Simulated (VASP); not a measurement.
As:

```
As
1.0
     1.88080    1.08588    3.51406
    -1.88080    1.08588    3.51406
     0.00000   -2.17176    3.51406
As
2
Direct
  0.77400 0.77400 0.77400
  0.22600 0.22600 0.22600
```

| Quantity | Value |
| --- | --- |
| Program | VASP 6.6.1 |
| Task | relaxation of cell and atoms |
| Functional | PBE |
| Dispersion | D3(BJ) |
| Potentials or basis | VASP PAW PBE potentials, release 64 (As) |
| Cutoff | 600 eV |
| k mesh | 12 × 12 × 10 |
| Occupations | gaussian, width 0.03 eV |
| Spin | no spin polarisation |

At the start: pressure 0.9 GPa; volume 21.53 Å³/atom.

Q: How do energy, volume and symmetry change on relaxing?

A: Over 10 steps the energy falls by 11.2 meV/atom and the volume is 20.94 Å³/atom (-2.7 %); space group R-3m (No. 166, to 0.05 Å).

The path:
| step | energy change (eV) | largest force (eV/Å) | pressure (GPa) | volume (Å³) |
| --- | --- | --- | --- | --- |
| 1 | 0.0000 | 0.4801 | 0.91 | 43.06 |
| 2 | -0.0089 | 0.0315 | -1.66 | 43.83 |
| 3 | -0.0100 | 0.0926 | -1.03 | 43.63 |
| 4 | -0.0154 | 0.0404 | -0.50 | 42.98 |
| 5 | -0.0183 | 0.0234 | 0.27 | 42.14 |
| 6 | -0.0215 | 0.0312 | 0.08 | 41.98 |
| 7 | -0.0223 | 0.0369 | -0.06 | 41.85 |
| 8 | -0.0223 | 0.0132 | 0.15 | 41.79 |
| 9 | -0.0223 | 0.0039 | 0.08 | 41.81 |
| 10 | -0.0224 | 0.0012 | -0.02 | 41.88 |

Final structure:
```
As
1.0
     1.89392    1.09345    3.37043
    -1.89392    1.09345    3.37043
     0.00000   -2.18690    3.37043
As
2
Cartesian
  0.0000 0.0000 7.7806
  0.0000 0.0000 2.3307
```

Caveat: pairwise dispersion overbinds metals, which lowers pressure and volume.
